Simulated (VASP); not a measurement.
Given:

```
CELL_PARAMETERS angstrom
      4.13987     0.00000     0.00000
      0.00000     4.13987     0.00000
      0.00000     0.00000     4.13987
ATOMIC_POSITIONS crystal
  Cu 0.75000 0.25000 0.75000
  Cu 0.25000 0.75000 0.75000
  Cu 0.75000 0.75000 0.25000
  Cu 0.25000 0.25000 0.25000
  O  0.00000 0.00000 0.00000
  O  0.50000 0.50000 0.50000
```

Computed with PBEsol GGA, VASP's PBE PAW potentials (set 64) (plane waves; VASP 6.6.1). Settings: 620 eV cut-off, 6×6×6 Γ-centred mesh, Gaussian smearing of 0.050 eV, potentials Cu O.

Energy and stress use the plane-wave basis of the starting cell.

Problem. The ions, cell shape and volume at an external pressure of 20.0 GPa are relaxed. Give the cell that the relaxation ends in.

Solution. 
```
CELL_PARAMETERS angstrom
      4.07041     0.00000     0.00000
      0.00000     4.07041     0.00000
      0.00000     0.00000     4.07041
ATOMIC_POSITIONS crystal
  Cu 0.75000 0.25000 0.75000
  Cu 0.25000 0.75000 0.75000
  Cu 0.75000 0.75000 0.25000
  Cu 0.25000 0.25000 0.25000
  O  0.00000 0.00000 0.00000
  O  0.50000 0.50000 0.50000
```
Space group Pn-3m (224), at a tolerance of 0.03 Å.

Problem. How do energy and volume change from the first to the last step?

Solution. The energy (σ→0) changes by +53.6 meV/atom and the volume by -4.9 %, in 3 ionic steps.

```
step  E(σ→0) (eV)  max force (eV/Å)  pressure (GPa)  volume (Å³)
----  -----------  ----------------  --------------  -----------
1        -29.8245             0.000            9.88        70.95
2        -28.8522             0.000           34.58        63.55
3        -29.5027             0.000           19.81        67.44
```

The compound is Cu2O in the cuprite structure. This run relaxes it under an external pressure of 20 GPa. Symmetry was kept, so distortions that lower it aren't found.
